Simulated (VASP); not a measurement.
These are PBEsol GGA, VASP's PBE PAW potentials (set 64) (plane waves; VASP) values and carry that method's errors.

VASP input:

**POSCAR**
```
CuF
1.0
  2.6926135706   0.0000000000   0.0000000000
  0.0000000000   2.6926135706   0.0000000000
  0.0000000000   0.0000000000   2.6926135706
Cu F
1 1
Cartesian
  0.0000000000   0.0000000000   0.0000000000
  1.3463067853   1.3463067853   1.3463067853
```

### INCAR
```
SYSTEM = CuF
PREC = Accurate
ENCUT = 620
EDIFF = 1E-6
NELM = 100
ALGO = Normal
LREAL = .FALSE.
LASPH = .TRUE.
ISMEAR = 1
SIGMA = 0.1
GGA = PS
LMAXMIX = 4
LWAVE = .FALSE.
LCHARG = .FALSE.
IBRION = 2
ISIF = 3
NSW = 40
EDIFFG = -0.02
PSTRESS = 100
```

### KPOINTS
```
K-points
0
G
13 13 13
0 0 0
```

POTCAR, in this order: Cu F (PBE.64 set). Program: vasp_std.

Energy and stress use the plane-wave basis of the starting cell.

Problem. What does the run give for the energy per atom (σ→0), volume per atom, band gap (on the k-mesh)?

Solution. 
```json
{
  "energy per atom (σ→0)": "-3.805 eV/atom",
  "band gap (on the k-mesh)": "none (metal, semimetal or under 0.01 eV)",
  "volume_per_atom": "9.45 Å^3/atom"
}
```

### OSZICAR
```
...
DAV:   1    -0.764307476069E+01   -0.47216E-01   -0.53220E-01  2224   0.163E+01    0.149E+00
DAV:   2    -0.761762267883E+01    0.25452E-01   -0.18364E-01  2194   0.111E+01    0.530E-01
DAV:   3    -0.761122215079E+01    0.64005E-02   -0.35600E-02  2399   0.606E+00    0.295E-01
DAV:   4    -0.761020196242E+01    0.10202E-02   -0.15838E-03  2990   0.125E+00    0.122E-01
DAV:   5    -0.760990761742E+01    0.29435E-03   -0.29243E-04  3181   0.303E-01    0.271E-02
DAV:   6    -0.760990066458E+01    0.69528E-05   -0.27286E-05  3274   0.757E-02    0.513E-03
DAV:   7    -0.760990061988E+01    0.44698E-07   -0.84592E-07  1622   0.106E-02
   3 F= -.64302858E+01 E0= -.64308237E+01  d E =-.979662E-02
```

The structure was generated: CuF was put into the CsCl type type (Pm-3m), which need not be its known phase. This run relaxes it under an external pressure of 10 GPa. Symmetry was kept, so distortions that lower it aren't found.
